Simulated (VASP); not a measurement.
A run of VASP 6.6.1 is set up as follows.

File INCAR:

```
SYSTEM = Se
PREC = Accurate ; ENCUT = 520
EDIFF = 1E-7 ; ISMEAR = 0
SIGMA = 0.1 ; LREAL = .False.
LASPH = .True. ; NELM = 80
ALGO = Normal ; ISIF = 3
LWAVE = .False. ; LCHARG = .False.
METAGGA = R2SCAN ; LMIXTAU = .True.
IBRION = 2 ; NSW = 80
EDIFFG = -0.002 ; PSTRESS = 0.001
```

The input KPOINTS:

```
Automatic mesh
0
Gamma
  21 21 21
  0 0 0
```

Contents of POSCAR:

```
Se                                      
1.0
    2.0279369328      1.1708306605      1.1749891472
   -2.0279369328      1.1708306605      1.1749891472
   -0.0000000000     -2.3416613213      1.1749891473
  Se            
     1
Direct
     0.0000000000000000    0.0000000000000000    0.0000000000000000
```

Potentials or basis: VASP PAW PBE potentials, release 64 (Se).

Launch:

```sh
$ cat potpaw_PBE.64/Se/POTCAR > POTCAR
$ mpirun -np 1 vasp_std > vasp.out
```

(1) Estimate the relaxed cell.

(2) Predict the relaxed volume.

Results:

(1) a = 2.813 Å, b = 2.813 Å, c = 2.813 Å, α = 90.08°, β = 90.08°, γ = 90.08°.

(2) 22.27 Å³/atom.

Caveat: the cell is relaxed towards a set pressure, so the enthalpy falls and the energy may rise; the volume moved by over 15 % at a fixed basis, so the end points are rough; the PAW data sets were made with another functional, which shifts forces and pressure a little.
